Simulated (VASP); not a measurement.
These are r2SCAN+rVV10, VASP's PBE PAW potentials (set 64) (plane waves; VASP) values and carry that method's errors.

VASP ran on this input.

INCAR:
```
LMAXMIX = 4   # l cut-off of mixed one-centre charges
SYSTEM = ZnS
CPARAM = 0.0093
LWAVE = .FALSE.
ISMEAR = 0
LASPH = .TRUE.   # aspherical one-centre terms
ALGO = Normal
LREAL = .FALSE.   # projection in real space or not
BPARAM = 11.95
SIGMA = 0.05   # width (eV)
LUSE_VDW = .TRUE.
ENCUT = 520   # plane-wave cut-off (eV)
EDIFF = 1E-6
IBRION = 2
METAGGA = R2SCAN
LCHARG = .FALSE.
EDIFFG = -0.02   # ionic stop
LMIXTAU = .TRUE.
ISIF = 3   # ions, shape and volume
NELM = 100   # most electronic steps
PREC = Accurate
NSW = 60
```

KPOINTS:
```
Automatic mesh
0
Gamma
6 6 4
0 0 0
```

**POSCAR**
```
ZnS
1
    1.8920628449    -3.2771489373    -0.0000000000
    1.8920628449     3.2771489373     0.0000000000
    0.0000000000     0.0000000000     6.1960444575
Zn S
2 2
Direct
  0.6666670000   0.3333330000   0.5001341469
  0.3333330000   0.6666670000   0.0001341469
  0.6666670000   0.3333330000   0.8748658531
  0.3333330000   0.6666670000   0.3748658531
```

POTCAR, in this order: Zn S (PBE.64 set). Program: vasp_std.

Output of the run:

OSZICAR:
```
       N       E                     dE             d eps       ncg     rms          rms(c)
DAV:   1     0.211463237706E+03    0.21146E+03   -0.17994E+04   924   0.202E+03
DAV:   2    -0.207142065171E+02   -0.23218E+03   -0.22566E+03   966   0.386E+02
DAV:   3    -0.423685413751E+02   -0.21654E+02   -0.21538E+02  1122   0.122E+02
DAV:   4    -0.428211366243E+02   -0.45260E+00   -0.45218E+00  1074   0.182E+01
DAV:   5    -0.428291940331E+02   -0.80574E-02   -0.80567E-02  1128   0.233E+00    0.109E+01
DAV:   6    -0.386513372203E+02    0.41779E+01   -0.37738E+00  1086   0.546E+01    0.967E+00
DAV:   7    -0.360202192912E+02    0.26311E+01   -0.12443E+00   948   0.139E+01    0.459E+00
DAV:   8    -0.366688754947E+02   -0.64866E+00   -0.94792E-01   948   0.737E+00    0.155E+00
DAV:   9    -0.366834742111E+02   -0.14599E-01   -0.26118E-01   942   0.480E+00    0.842E-01
DAV:  10    -0.366585957492E+02    0.24878E-01   -0.82836E-02   966   0.292E+00    0.395E-01
DAV:  11    -0.366897252764E+02   -0.31130E-01   -0.22186E-02  1008   0.150E+00    0.190E-01
DAV:  12    -0.367043159922E+02   -0.14591E-01   -0.14610E-02  1002   0.979E-01    0.985E-02
DAV:  13    -0.366995411333E+02    0.47749E-02   -0.18401E-03  1068   0.489E-01    0.549E-02
DAV:  14    -0.367047981005E+02   -0.52570E-02   -0.40188E-03   978   0.522E-01    0.578E-02
DAV:  15    -0.367045731515E+02    0.22495E-03   -0.62472E-04  1134   0.330E-01    0.292E-02
DAV:  16    -0.367049994179E+02   -0.42627E-03   -0.23689E-04  1014   0.130E-01    0.152E-02
DAV:  17    -0.367050187654E+02   -0.19347E-04   -0.10056E-05  1080   0.367E-02    0.609E-03
DAV:  18    -0.367050166285E+02    0.21369E-05   -0.34497E-06  1010   0.136E-02    0.261E-03
DAV:  19    -0.367050202304E+02   -0.36019E-05   -0.23487E-06   828   0.130E-02    0.835E-04
DAV:  20    -0.367050205173E+02   -0.28691E-06   -0.16811E-07   576   0.462E-03
   1 F= -.36705021E+02 E0= -.36705021E+02  d E =-.367050E+02
       N       E                     dE             d eps       ncg     rms          rms(c)
DAV:   1    -0.367784901576E+02   -0.73470E-01   -0.10854E+00  1086   0.206E+01    0.201E+00
DAV:   2    -0.367148838082E+02    0.63606E-01   -0.23470E-01  1050   0.118E+01    0.820E-01
DAV:   3    -0.367070823765E+02    0.78014E-02   -0.96387E-03  1010   0.981E-01    0.406E-01
DAV:   4    -0.367051154109E+02    0.19670E-02   -0.57687E-03   924   0.622E-01    0.194E-01
DAV:   5    -0.367027488284E+02    0.23666E-02   -0.56907E-03   924   0.714E-01    0.786E-02
DAV:   6    -0.367060106218E+02   -0.32618E-02   -0.27774E-03   924   0.600E-01    0.217E-02
DAV:   7    -0.367061106588E+02   -0.10004E-03   -0.23464E-04   984   0.210E-01    0.231E-02
DAV:   8    -0.367061142622E+02   -0.36034E-05   -0.10473E-05  1068   0.399E-02    0.173E-02
DAV:   9    -0.367060810653E+02    0.33197E-04   -0.26904E-05   948   0.484E-02    0.138E-02
DAV:  10    -0.367061131302E+02   -0.32065E-04   -0.15432E-05   942   0.450E-02    0.211E-03
DAV:  11    -0.367061123004E+02    0.82985E-06   -0.49472E-07   570   0.791E-03
   2 F= -.36706112E+02 E0= -.36706112E+02  d E =-.109178E-02
       N       E                     dE             d eps       ncg     rms          rms(c)
DAV:   1    -0.367180556527E+02   -0.11943E-01   -0.17156E-01  1086   0.803E+00    0.812E-01
DAV:   2    -0.367082333621E+02    0.98223E-02   -0.39878E-02  1050   0.530E+00    0.329E-01
DAV:   3    -0.367069879582E+02    0.12454E-02   -0.15399E-03   966   0.324E-01    0.160E-01
DAV:   4    -0.367066440568E+02    0.34390E-03   -0.83309E-04   924   0.238E-01    0.855E-02
DAV:   5    -0.367063344218E+02    0.30964E-03   -0.64697E-04   924   0.241E-01    0.339E-02
DAV:   6    -0.367066500337E+02   -0.31561E-03   -0.39427E-04   924   0.226E-01    0.938E-03
DAV:   7    -0.367066801479E+02   -0.30114E-04   -0.48532E-05   960   0.926E-02    0.935E-03
DAV:   8    -0.367066822756E+02   -0.21277E-05   -0.28786E-06   864   0.211E-02    0.597E-03
DAV:   9    -0.367066836424E+02   -0.13668E-05   -0.71952E-06   936   0.261E-02    0.433E-03
DAV:  10    -0.367066853100E+02   -0.16676E-05   -0.27115E-06   768   0.175E-02    0.982E-04
DAV:  11    -0.367066855664E+02   -0.25641E-06   -0.49270E-08   480   0.248E-03
   3 F= -.36706686E+02 E0= -.36706686E+02  d E =-.166505E-02
       N       E                     dE             d eps       ncg     rms          rms(c)
DAV:   1    -0.367073702860E+02   -0.68498E-03   -0.96256E-03  1086   0.192E+00    0.191E-01
DAV:   2    -0.367067191431E+02    0.65114E-03   -0.21829E-03  1050   0.120E+00    0.776E-02
DAV:   3    -0.367066571605E+02    0.61983E-04   -0.83214E-05   972   0.799E-02    0.380E-02
DAV:   4    -0.367066527194E+02    0.44411E-05   -0.48063E-05   924   0.570E-02    0.195E-02
DAV:   5    -0.367066441112E+02    0.86082E-05   -0.41496E-05   924   0.611E-02    0.771E-03
DAV:   6    -0.367066694618E+02   -0.25351E-04   -0.22964E-05   924   0.545E-02    0.215E-03
DAV:   7    -0.367066705865E+02   -0.11247E-05   -0.22604E-06   712   0.207E-02    0.219E-03
DAV:   8    -0.367066697875E+02    0.79899E-06   -0.45280E-07   474   0.990E-03
   4 F= -.36706670E+02 E0= -.36706670E+02  d E =-.164927E-02
```

### OUTCAR
```
------------------------ aborting loop because EDIFF is reached ----------------------------------------
  FORCE on cell =-STRESS in cart. coord.  units (eV):
  Direction    XX          YY          ZZ          XY          YZ          ZX
  --------------------------------------------------------------------------------------
  Total       -0.0321309     -0.0321309      0.0168991      0.0000000      0.0000000      0.0000000
  in kB       -0.6632868     -0.6632868      0.3488527      0.0000000      0.0000000      0.0000000
  external PRESSURE =      -0.3259070 kB  Pullay stress =       0.0000000 kB
  volume of cell :       77.61
      direct lattice vectors                 reciprocal lattice vectors
     1.897896464 -3.287253062  0.000000000     0.263449566 -0.152102680  0.000000000
     1.897896464  3.287253062  0.000000000     0.263449566  0.152102680  0.000000000
     0.000000000  0.000000000  6.220094202     0.000000000  0.000000000  0.160769269
  FREE ENERGIE OF THE ION-ELECTRON SYSTEM (eV)
  ---------------------------------------------------
  free  energy   TOTEN  =       -36.7066697875 eV

  energy  without entropy=      -36.7066697875  energy(sigma->0) =      -36.70666979

 reached required accuracy - stopping structural energy minimisation
```
(Selected blocks of OUTCAR.)

CONTCAR:
```
ZnS
   1.00000000000000
     1.8978964644202818   -3.2872530623202527    0.0000000000000000
     1.8978964644202818    3.2872530623202527    0.0000000000000000
     0.0000000000000000    0.0000000000000000    6.2200942024771946
  Zn              S
     2     2
Direct
     0.6666669999999968    0.3333330000000032    0.5002087877529036
     0.3333330000000032    0.6666669999999968    0.0002087877529036
     0.6666669999999968    0.3333330000000032    0.8747912122470964
     0.3333330000000032    0.6666669999999968    0.3747912122470963
```

The compound is ZnS in the wurtzite structure, the high-temperature form. This run relaxes it. Symmetry was kept, so distortions that lower it aren't found. The start is the result of an earlier pass.
